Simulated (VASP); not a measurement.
Output of a VASP run:

OSZICAR:
```
       N       E                     dE             d eps       ncg     rms          rms(c)
DAV:   1     0.615368896718E+03    0.61537E+03   -0.30366E+04  1448   0.175E+03
DAV:   2    -0.135490392686E+01   -0.61672E+03   -0.60556E+03  1504   0.539E+02
DAV:   3    -0.961655534614E+02   -0.94811E+02   -0.91115E+02  2048   0.148E+02
DAV:   4    -0.100880273404E+03   -0.47147E+01   -0.45468E+01  2200   0.386E+01
DAV:   5    -0.100986824892E+03   -0.10655E+00   -0.10273E+00  1968   0.438E+00    0.930E+01
DAV:   6    -0.889977643849E+02    0.11989E+02   -0.78595E+01  1936   0.434E+01    0.742E+01
DAV:   7    -0.887244858921E+02    0.27328E+00   -0.56837E+00  2144   0.150E+01    0.426E+01
DAV:   8    -0.886492698229E+02    0.75216E-01   -0.75737E-01  2000   0.766E+00    0.100E+01
DAV:   9    -0.886094228610E+02    0.39847E-01   -0.21380E-01  2000   0.341E+00    0.300E+00
DAV:  10    -0.886077674718E+02    0.16554E-02   -0.94980E-03  1920   0.659E-01    0.809E-01
DAV:  11    -0.886075728428E+02    0.19463E-03   -0.26446E-03  2032   0.264E-01    0.536E-02
DAV:  12    -0.886075679681E+02    0.48747E-05   -0.12282E-04  1848   0.687E-02    0.549E-02
DAV:  13    -0.886075634325E+02    0.45356E-05   -0.10469E-05  1988   0.247E-02    0.466E-02
DAV:  14    -0.886075633236E+02    0.10894E-06   -0.38352E-06  1608   0.102E-02
   1 F= -.88607563E+02 E0= -.88605398E+02  d E =-.886076E+02
       N       E                     dE             d eps       ncg     rms          rms(c)
DAV:   1    -0.886107007277E+02   -0.31373E-02   -0.11451E-01  1908   0.276E+00    0.134E+00
DAV:   2    -0.886080662428E+02    0.26345E-02   -0.10158E-02  2128   0.912E-01    0.308E-01
DAV:   3    -0.886073408103E+02    0.72543E-03   -0.10747E-03  1804   0.215E-01    0.137E-01
DAV:   4    -0.886072272502E+02    0.11356E-03   -0.40951E-04  2216   0.142E-01    0.139E-01
DAV:   5    -0.886072237960E+02    0.34542E-05   -0.26261E-05  1868   0.301E-02    0.898E-02
DAV:   6    -0.886072180215E+02    0.57745E-05   -0.63656E-06  1908   0.181E-02    0.277E-02
DAV:   7    -0.886072177367E+02    0.28478E-06   -0.44901E-06  1548   0.966E-03
   2 F= -.88607218E+02 E0= -.88605062E+02  d E =0.345587E-03
       N       E                     dE             d eps       ncg     rms          rms(c)
DAV:   1    -0.886091712136E+02   -0.19532E-02   -0.48523E-02  1876   0.180E+00    0.865E-01
DAV:   2    -0.886080588802E+02    0.11123E-02   -0.42562E-03  2100   0.589E-01    0.200E-01
DAV:   3    -0.886077529250E+02    0.30596E-03   -0.45578E-04  1804   0.142E-01    0.878E-02
DAV:   4    -0.886077079339E+02    0.44991E-04   -0.17138E-04  2208   0.924E-02    0.904E-02
DAV:   5    -0.886077091237E+02   -0.11898E-05   -0.11212E-05  1728   0.196E-02    0.564E-02
DAV:   6    -0.886077110732E+02   -0.19495E-05   -0.24219E-06  1448   0.118E-02    0.183E-02
DAV:   7    -0.886077104250E+02    0.64822E-06   -0.17337E-06  1104   0.844E-03
   3 F= -.88607710E+02 E0= -.88605548E+02  d E =-.147101E-03
```

File OUTCAR:
```
------------------------ aborting loop because EDIFF is reached ----------------------------------------
  FORCE on cell =-STRESS in cart. coord.  units (eV):
  Direction    XX          YY          ZZ          XY          YZ          ZX
  --------------------------------------------------------------------------------------
  Total       -0.0010601     -0.0010601     -0.0010601      0.0000000     -0.0000000      0.0000000
  in kB       -0.0188654     -0.0188654     -0.0188654      0.0000000     -0.0000000      0.0000000
  external PRESSURE =      -0.0188654 kB  Pullay stress =       0.0000000 kB
  volume of cell :       90.03
      direct lattice vectors                 reciprocal lattice vectors
     4.481853082  0.000000000  0.000000000     0.223121995  0.000000000  0.000000000
    -0.000000000  4.481853082  0.000000000    -0.000000000  0.223121995  0.000000000
    -0.000000000 -0.000000000  4.481853082     0.000000000 -0.000000000  0.223121995
 POSITION                                       TOTAL-FORCE (eV/Angst)
 -----------------------------------------------------------------------------------
      0.00000      0.00000      0.00000         0.000000      0.000000      0.000000
      2.24093      2.24093      2.24093        -0.000000     -0.000000      0.000000
     -0.00000     -0.00000      2.24093        -0.000000     -0.000000      0.000000
     -0.00000      2.24093      0.00000         0.000000      0.000000      0.000000
      2.24093      0.00000      0.00000         0.000000      0.000000      0.000000
      2.24093      2.24093      0.00000         0.000000      0.000000      0.000000
      2.24093     -0.00000      2.24093        -0.000000     -0.000000      0.000000
     -0.00000      2.24093      2.24093        -0.000000     -0.000000      0.000000
 -----------------------------------------------------------------------------------
    total drift:                                0.000000      0.000000      0.000000
  FREE ENERGIE OF THE ION-ELECTRON SYSTEM (eV)
  ---------------------------------------------------
  free  energy   TOTEN  =       -88.6077104250 eV

  energy  without entropy=      -88.6012245774  energy(sigma->0) =      -88.60554848

 reached required accuracy - stopping structural energy minimisation
```
(Selected blocks of OUTCAR.)

File POSCAR:
```
Hf3ScN4
1
    4.4798127624     0.0000000000     0.0000000000
   -0.0000000000     4.4798127624    -0.0000000000
    0.0000000000    -0.0000000000     4.4798127624
Sc N Hf
1 4 3
Direct
  0.0000000000   0.0000000000   0.0000000000
  0.5000000000   0.5000000000   0.5000000000
  0.0000000000   0.0000000000   0.5000000000
  0.0000000000   0.5000000000   0.0000000000
  0.5000000000   0.0000000000   0.0000000000
  0.5000000000   0.5000000000   0.0000000000
  0.5000000000   0.0000000000   0.5000000000
  0.0000000000   0.5000000000   0.5000000000
```

Question: Reconstruct the remaining input files.

Answer: One answer among several that fit: the input of the run itself, PBEsol GGA, plane waves, VASP's PBE PAW potentials (set 64).

**KPOINTS**
```
Automatic mesh
0
Gamma
6 6 6
0 0 0
```

**INCAR**
```
SYSTEM = Hf3ScN4
PREC = Accurate; ENCUT = 520; LREAL = .FALSE.
LASPH = .TRUE.
EDIFF = 1E-6; NELM = 100; ALGO = Normal
LMAXMIX = 6
ISMEAR = 1; SIGMA = 0.1
GGA = PS
IBRION = 2; NSW = 60; ISIF = 3
EDIFFG = -0.02
LWAVE = .FALSE.; LCHARG = .FALSE.
```

POTCAR, in this order: Sc_sv N Hf_pv (PBE.64 set). Program: vasp_std.

The structure was generated: Hf3ScN4 was put into an ordered model structure (Pm-3m), which need not be its known phase. This run relaxes it. Symmetry was kept, so distortions that lower it aren't found. The start is the result of an earlier pass. The electron count is odd and the run is not spin-polarised, which forces a metal.
